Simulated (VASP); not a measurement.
Consider the following.

```
Al31O47
1.0
    9.17585    -4.80660     0.00041
    9.17585     4.80660     0.00041
    6.65764     0.00000     7.93570
Al O
31 47
Cartesian
  4.40164   0.00000   1.39683
  1.85069   0.00000   0.58730
  8.08626   0.01460   2.54633
 13.98280   0.00000   7.34881
  7.73046   0.00000   5.36468
  5.17951   0.00000   4.55515
 11.43185   0.00000   6.53929
 15.24190   2.40330   3.38117
  8.98957   2.40330   1.39704
  6.43861   2.40330   0.58751
 12.69095   2.40330   2.57164
 18.57072   2.40330   7.34902
 12.31839   2.40330   5.36489
  9.80769   2.38225   4.51419
 16.01977   2.40330   6.53949
 15.24190  -2.40330   3.38117
  8.98957  -2.40330   1.39704
  6.43861  -2.40330   0.58751
 12.69095  -2.40330   2.57164
 18.57072  -2.40330   7.34902
 12.31839  -2.40330   5.36489
  9.74277  -2.42694   4.55587
 16.01977  -2.40330   6.53949
 19.82983   0.00000   3.38138
 13.57749   0.00000   1.39724
 11.01850  -0.02562   0.61097
 17.27887   0.00000   2.57185
 23.15865   0.00000   7.34923
 16.90631   0.00000   5.36509
 14.35536   0.00000   4.55557
 20.60769   0.00000   6.53970
  4.79058  -0.93248   2.97599
  5.17586   1.66789   1.76189
  7.71409   0.93248   0.99227
  6.84027   0.73541   3.74582
  7.32881  -1.66789   2.20637
  5.66439  -0.73541   0.22245
  8.11940  -0.93248   6.94384
  8.50468   1.66789   5.72974
 10.16910   0.73541   7.71367
 10.65763  -1.66789   6.17422
  9.00288  -0.69327   4.23093
  9.39504   1.51056   2.94035
  9.76379   4.07119   1.76210
 12.30201   3.33578   0.99248
 11.42820   3.13871   3.74602
 11.88061   0.70384   2.17348
 10.25232   1.66789   0.22265
 12.70732   1.47082   6.94405
 13.09261   4.07119   5.72995
 15.63084   3.33578   4.96033
 14.75702   3.13871   7.71388
 15.24555   0.73541   6.17443
 13.58114   1.66789   4.19050
  9.37850  -3.33578   2.97620
  9.74211  -0.76814   1.72721
 12.30201  -1.47082   0.99248
 11.41153  -1.68847   3.73357
 11.91673  -4.07119   2.20658
 10.25232  -3.13871   0.22265
 12.70732  -3.33578   6.94405
 13.09261  -0.73541   5.72995
 15.63084  -1.47082   4.96033
 14.75702  -1.66789   7.71388
 15.24555  -4.07119   6.17443
 13.58114  -3.13871   4.19050
 13.96643  -0.93248   2.97641
 14.35171   1.66789   1.76231
 16.88994   0.93248   0.99269
 16.01612   0.73541   3.74623
 16.50465  -1.66789   2.20679
 14.84024  -0.73541   0.22286
 17.29525  -0.93248   6.94426
 17.68053   1.66789   5.73016
 20.21876   0.93248   4.96054
 19.34494   0.73541   7.71408
 19.83347  -1.66789   6.17464
 18.16906  -0.73541   4.19071
```
Cell charge +2.

Method: PBE GGA, VASP's PBE PAW potentials (set 64) (plane waves; VASP 6.6.1). Run with PREC = Normal, LREAL = Auto, ISYM = 0, NELECT = 373.0, EDIFF = 1E-5, 400 eV cut-off, 1×1×1 Γ-centred mesh, Gaussian smearing of 0.050 eV, potentials Al O. Starting moments (MAGMOM): 78*0.0385. The cell's moment is fixed (NUPDOWN = 3).

The cell is charged, with a uniform compensating background. The supercell is sampled at Γ alone, which is coarse: total energies, pressure and levels can be off, energies of defects by several tenths of an eV.

**Question.** The ions are relaxed. What does this cell relax into?

**Answer.** 
```
Al31O47
1.0
    9.17585    -4.80660     0.00041
    9.17585     4.80660     0.00041
    6.65764     0.00000     7.93570
Al O
31 47
Cartesian
  4.39912  -0.00953   1.46591
  1.85069  -0.01198   0.58517
  8.19616   0.01228   2.60836
 14.04399   0.01511   7.37185
  7.71590   0.01974   5.39202
  5.21415   0.02634   4.54038
 11.51050  -0.13926   6.75286
 15.26279   2.41294   3.37253
  8.98346   2.41992   1.36156
  6.42416   2.39500   0.58818
 12.67629   2.38822   2.57905
 18.55299   2.40172   7.34452
 12.42762   2.53099   5.40002
  9.65639   2.50742   4.46222
 16.02143   2.40859   6.53754
 15.24633  -2.40346   3.38892
  8.98837  -2.46020   1.38976
  6.44670  -2.41419   0.61855
 12.70000  -2.40168   2.53978
 18.59765  -2.42439   7.33137
 12.34575  -2.41843   5.36387
  9.76710  -2.33394   4.52373
 16.03903  -2.38044   6.53447
 19.82222   0.02224   3.36539
 13.61062  -0.01288   1.39927
 11.01707  -0.02246   0.61869
 17.25023   0.01381   2.58234
 23.18765   0.01729   7.35059
 16.88899   0.03650   5.37623
 14.32866  -0.00346   4.55401
 20.61965   0.00188   6.55162
  4.76739  -0.95394   3.01397
  5.17103   1.66255   1.75743
  7.71063   0.94631   0.98684
  6.84149   0.74143   3.74276
  7.34128  -1.66771   2.21680
  5.69586  -0.74542   0.30578
  8.10614  -0.92817   6.95322
  8.59238   1.64038   5.68956
 10.19063   0.71367   7.69325
 10.64827  -1.63432   6.17376
  8.87597  -0.77419   4.21173
  9.26656   1.55661   2.96949
  9.76483   4.07263   1.76749
 12.31048   3.32805   0.99580
 11.38882   3.04118   3.77948
 11.98093   0.77909   2.03596
 10.24695   1.65902   0.21419
 12.65730   1.44593   6.89712
 13.12443   4.13646   5.73403
 15.59779   3.32647   4.96675
 14.74003   3.13928   7.69587
 15.23459   0.74612   6.17287
 13.48240   1.62460   4.21171
  9.37916  -3.32738   2.97231
  9.67089  -0.76575   1.62655
 12.30215  -1.49036   0.96868
 11.43676  -1.85226   3.75750
 11.92656  -4.09097   2.20693
 10.26617  -3.15336   0.20054
 12.71281  -3.31121   6.95971
 13.03473  -0.71878   5.72934
 15.63072  -1.46482   4.96487
 14.75982  -1.66331   7.69691
 15.27309  -4.04683   6.18280
 13.60753  -3.13907   4.19916
 13.94138  -0.93274   2.98131
 14.37215   1.65865   1.78156
 16.89282   0.92680   0.99216
 15.98829   0.74780   3.75300
 16.47433  -1.63978   2.20305
 14.83266  -0.74633   0.20111
 17.31868  -0.94064   6.92165
 17.68519   1.68823   5.72198
 20.22020   0.91311   4.96394
 19.34654   0.73745   7.68139
 19.87463  -1.75997   6.11225
 18.14399  -0.66935   4.18664
```
Cell charge +2. The cell ends with 3.00 μB, on the first 30 sites 0.00 0.00 -0.01 0.00 0.00 0.00 0.00 0.00 0.00 0.00 0.00 0.00 0.00 0.00 0.00 0.00 0.00 0.00 0.00 0.00 0.00 -0.01 0.00 0.00 0.00 -0.01 0.00 0.00 0.00 0.00 μB.

**Question.** How much energy does the relaxation gain?

**Answer.** The energy (σ→0) changes by -33.4 meV/atom, in 18 ionic steps.

The cell is a supercell with a defect, built from Al2O3 (corundum): vac_Al-vac_O, charge +2.
